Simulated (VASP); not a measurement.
NiMoIrPdW:

```
Ni Mo Pd Ir W
1.0
     4.09053    0.00000    0.00000
    -2.04526    3.54250    0.00000
     0.00000    0.00000    6.01687
Ni Mo Pd Ir W
1 1 1 1 1
Direct
  0.66667 0.33333 0.00000
  0.33333 0.66667 0.50000
  0.00000 0.00000 0.50000
  0.66667 0.33333 0.50000
  0.33333 0.66667 0.00000
```

The cell was built by a generator and needn't be a form met in nature.

- Program: VASP 6.6.1
- Task: relaxation of cell and atoms
- Functional: PBE
- Potentials or basis: VASP PAW PBE potentials, release 64 (Ni, Mo_sv, Pd, Ir, W_sv)
- Cutoff: 520 eV
- k mesh: 5 × 5 × 3
- Occupations: gaussian, width 0.15 eV
- Spin: collinear spin, ferromagnetic start
- Starting moments: [1.0, 1.0, 0.0, 0.6, 0.0] μB

At the start: pressure 35.8 GPa; volume 17.44 Å³/atom.

How do energy, volume and symmetry change on relaxing?

Over 10 steps the energy falls by 1067.1 meV/atom and the volume is 17.58 Å³/atom (+0.8 %); space group P-6m2 (No. 187, to 0.05 Å); moment 0.01 μB per cell.

Step by step:
| step | energy change (eV) | largest force (eV/Å) | pressure (GPa) | volume (Å³) |
| --- | --- | --- | --- | --- |
| 1 | 0.0000 | 0.0000 | 35.81 | 87.19 |
| 2 | 1.1626 | 0.0000 | -25.64 | 137.19 |
| 3 | -2.3624 | 0.0000 | -13.34 | 106.25 |
| 4 | -3.3790 | 0.0000 | -17.24 | 105.02 |
| 5 | -3.0003 | 0.0000 | 0.91 | 96.05 |
| 6 | -3.4426 | 0.0000 | -13.16 | 102.52 |
| 7 | -5.3293 | 0.0000 | 1.03 | 87.50 |
| 8 | -5.3297 | 0.0000 | 1.36 | 87.30 |
| 9 | -5.3304 | 0.0000 | -0.31 | 88.47 |
| 10 | -5.3354 | 0.0000 | 0.41 | 87.88 |

Final structure:
```yaml
crystal:
  lattice:
    - [4.58244, 0.00000, 0.00000]
    - [-2.29122, 3.96851, 0.00000]
    - [0.00000, 0.00000, 4.83268]
  atoms:
    - { symbol: Ni, position: [0.66667, 0.33333, 0.00000] }
    - { symbol: Mo, position: [0.33333, 0.66667, 0.50000] }
    - { symbol: Pd, position: [0.00000, 0.00000, 0.50000] }
    - { symbol: Ir, position: [0.66667, 0.33333, 0.50000] }
    - { symbol: W, position: [0.33333, 0.66667, 0.00000] }
```
